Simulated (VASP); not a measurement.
Computed with r2SCAN meta-GGA, VASP's PBE PAW potentials (set 64) (plane waves; VASP).

Input for VASP

File POSCAR:
```
Ca
1
    0.0000000000     2.7863001217     2.7863001217
    2.7863001217     0.0000000000     2.7863001217
    2.7863001217     2.7863001217     0.0000000000
Ca
1
Direct
  0.0000000000   0.0000000000   0.0000000000
```

**INCAR**
```
LWAVE = .FALSE.
NSW = 30   ! most ionic steps
ENCUT = 400   ! plane-wave cut-off (eV)
LCHARG = .FALSE.
IBRION = 1
SIGMA = 0.1
LREAL = .FALSE.   ! projection in real space or not
LMIXTAU = .TRUE.
SYSTEM = Ca
EDIFFG = -0.001   ! ionic stop
EDIFF = 1E-8   ! SCF stop (eV)
LASPH = .TRUE.
PREC = Accurate
ALGO = Normal   ! blocked Davidson
ISMEAR = 1
METAGGA = R2SCAN
NELM = 100   ! most electronic steps
ISIF = 2   ! forces and stress, cell fixed
```

### KPOINTS
```
Automatic mesh
0
Gamma
10 10 10
0 0 0
```

POTCAR, in this order: Ca_sv (PBE.64 set). Program: vasp_std.

Output of the run:

OSZICAR:
```
       N       E                     dE             d eps       ncg     rms          rms(c)
DAV:   1     0.508916624605E+02    0.50892E+02   -0.47103E+03   846   0.863E+02
DAV:   2    -0.780446522724E+01   -0.58696E+02   -0.58439E+02   884   0.220E+02
DAV:   3    -0.914776731990E+01   -0.13433E+01   -0.13288E+01  1327   0.336E+01
DAV:   4    -0.919851458799E+01   -0.50747E-01   -0.50698E-01  1278   0.498E+00
DAV:   5    -0.920076758298E+01   -0.22530E-02   -0.22519E-02  1424   0.480E-01    0.633E-01
DAV:   6    -0.687545567633E+01    0.23253E+01   -0.35719E+00   874   0.159E+01    0.232E+00
DAV:   7    -0.710865117009E+01   -0.23320E+00   -0.14053E-01  1152   0.335E+00    0.261E+00
DAV:   8    -0.698564702083E+01    0.12300E+00   -0.24368E-02   946   0.208E+00    0.206E+00
DAV:   9    -0.686174348816E+01    0.12390E+00   -0.32991E-01  1068   0.620E+00    0.669E-01
DAV:  10    -0.703233646711E+01   -0.17059E+00   -0.24617E-01   868   0.321E+00    0.223E-01
DAV:  11    -0.700651549789E+01    0.25821E-01   -0.19710E-02  1115   0.997E-01    0.191E-01
DAV:  12    -0.704722490062E+01   -0.40709E-01   -0.21866E-02   856   0.128E+00    0.478E-01
DAV:  13    -0.701970974649E+01    0.27515E-01   -0.16069E-02   853   0.150E+00    0.509E-01
DAV:  14    -0.703493690382E+01   -0.15227E-01   -0.14315E-02   859   0.133E+00    0.212E-01
DAV:  15    -0.703325348594E+01    0.16834E-02   -0.15779E-03   868   0.321E-01    0.172E-01
DAV:  16    -0.703356359579E+01   -0.31011E-03   -0.27889E-04   968   0.183E-01    0.149E-01
DAV:  17    -0.703343573504E+01    0.12786E-03   -0.11361E-04   937   0.120E-01    0.110E-01
DAV:  18    -0.703359720745E+01   -0.16147E-03   -0.97484E-05  1238   0.116E-01    0.760E-02
DAV:  19    -0.703353696464E+01    0.60243E-04   -0.21781E-05  1104   0.475E-02    0.629E-02
DAV:  20    -0.703352283368E+01    0.14131E-04   -0.23072E-05   994   0.452E-02    0.523E-02
DAV:  21    -0.703347248018E+01    0.50353E-04   -0.36752E-05   879   0.653E-02    0.333E-02
DAV:  22    -0.703345922866E+01    0.13252E-04   -0.16227E-05  1190   0.416E-02    0.239E-02
DAV:  23    -0.703345133635E+01    0.78923E-05   -0.16950E-05   901   0.507E-02    0.807E-03
DAV:  24    -0.703345500126E+01   -0.36649E-05   -0.33516E-06  1363   0.181E-02    0.230E-03
DAV:  25    -0.703345384901E+01    0.11523E-05   -0.41076E-07  1040   0.618E-03    0.245E-04
DAV:  26    -0.703345529343E+01   -0.14444E-05   -0.12532E-07  1105   0.459E-03    0.226E-04
DAV:  27    -0.703345500501E+01    0.28842E-06   -0.10628E-08  1046   0.101E-03    0.124E-04
DAV:  28    -0.703345499188E+01    0.13136E-07   -0.28413E-09   808   0.585E-04    0.811E-05
DAV:  29    -0.703345489069E+01    0.10118E-06   -0.26356E-09   547   0.589E-04    0.815E-05
DAV:  30    -0.703345491136E+01   -0.20665E-07   -0.41723E-10   480   0.218E-04    0.647E-05
DAV:  31    -0.703345494578E+01   -0.34424E-07   -0.14569E-10   478   0.139E-04    0.221E-05
DAV:  32    -0.703345494269E+01    0.30935E-08   -0.48502E-11   477   0.680E-05
   1 F= -.70334549E+01 E0= -.70334345E+01  d E =-.703345E+01
```

**OUTCAR**
```
------------------------ aborting loop because EDIFF is reached ----------------------------------------
  FORCE on cell =-STRESS in cart. coord.  units (eV):
  Direction    XX          YY          ZZ          XY          YZ          ZX
  --------------------------------------------------------------------------------------
  Total       -0.0084546     -0.0084546     -0.0084546     -0.0000000      0.0000000      0.0000000
  in kB       -0.3131050     -0.3131050     -0.3131050     -0.0000000      0.0000000      0.0000000
  external PRESSURE =      -0.3131050 kB  Pullay stress =       0.0000000 kB
  volume of cell :       43.26
      direct lattice vectors                 reciprocal lattice vectors
     0.000000000  2.786300122  2.786300122    -0.179449441  0.179449441  0.179449441
     2.786300122  0.000000000  2.786300122     0.179449441 -0.179449441  0.179449441
     2.786300122  2.786300122  0.000000000     0.179449441  0.179449441 -0.179449441
 POSITION                                       TOTAL-FORCE (eV/Angst)
 -----------------------------------------------------------------------------------
      0.00000      0.00000      0.00000        -0.000000      0.000000      0.000000
 -----------------------------------------------------------------------------------
    total drift:                               -0.000000     -0.000000     -0.000000
  FREE ENERGIE OF THE ION-ELECTRON SYSTEM (eV)
  ---------------------------------------------------
  free  energy   TOTEN  =        -7.0334549427 eV

  energy  without entropy=       -7.0333936994  energy(sigma->0) =       -7.03343453

 reached required accuracy - stopping structural energy minimisation
```
(Selected blocks of OUTCAR.)

The compound is Ca in the fcc structure. It was relaxed first. The start is the result of an earlier pass.
